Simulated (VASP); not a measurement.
The input files of a VASP run:

**POSCAR**
```
AlV
1
    1.7681700000    -1.9561150000     0.0000000000
    1.7681700000     1.9561150000     0.0000000000
    0.0000000000     0.0000000000     4.0544100000
Al V
1 1
Direct
  0.0000000000   0.0000000000   0.0000000000
  0.5000000000   0.5000000000   0.5000000000
```

**KPOINTS**
```
Automatic mesh
0
Gamma
12 12 8
```

INCAR:
```
! general
SYSTEM   =  AlV
PREC     =  Accurate
ENCUT    =  300   ! plane-wave cut-off (eV)
LREAL    =  .FALSE.
LASPH    =  .TRUE.   ! aspherical one-centre terms

! electronic loop
EDIFF    =  1E-6   ! SCF stop (eV)
NELM     =  100   ! most electronic steps
ALGO     =  Normal
LMAXMIX  =  4

! smearing
ISMEAR   =  0   ! Gaussian
SIGMA    =  0.1   ! width (eV)

! functional
GGA      =  PS   ! PBEsol

! ions
ISIF     =  2

! output
LWAVE    =  .FALSE.
LCHARG   =  .FALSE.
```

POTCAR, in this order: Al V_sv (PBE.64 set). Program: vasp_std.

Task: Translate this PBEsol calculation to Ansatz.

Result: One equivalent input (not run):
Ansatz 0.2 input:
```yaml
crystal:
  lattice:
    - [1.7681700, -1.9561150, 0.0000000]
    - [1.7681700, 1.9561150, 0.0000000]
    - [0.0000000, 0.0000000, 4.0544100]
  atoms:
    - { symbol: Al, position: [0.0000000, 0.0000000, 0.0000000] }
    - { symbol: V, position: [0.5000000, 0.5000000, 0.5000000] }
kpoints:
  mp_grid: { grid: [12, 12, 8] }
hamiltonian:
  xc: pbesol
  pseudopotentials: { kind: paw }
scf:
  occupations: { method: gaussian, width: 0.1 }
  max_iter: 100
output: { forces: true, stress: true, eigenvalues: true }
```
What does not carry over: each code has its own PAW files, so the cut-off isn't converted (ENCUT is set for VASP's; basis.ecutwfc is left out, and Ansatz then takes the one that its files recommend); Ansatz stops its SCF on the density residual and VASP on the energy change (EDIFF).

The structure comes from a computed database's AlV entry; how it stands against other phases isn't given here. The cell was not relaxed at this level.
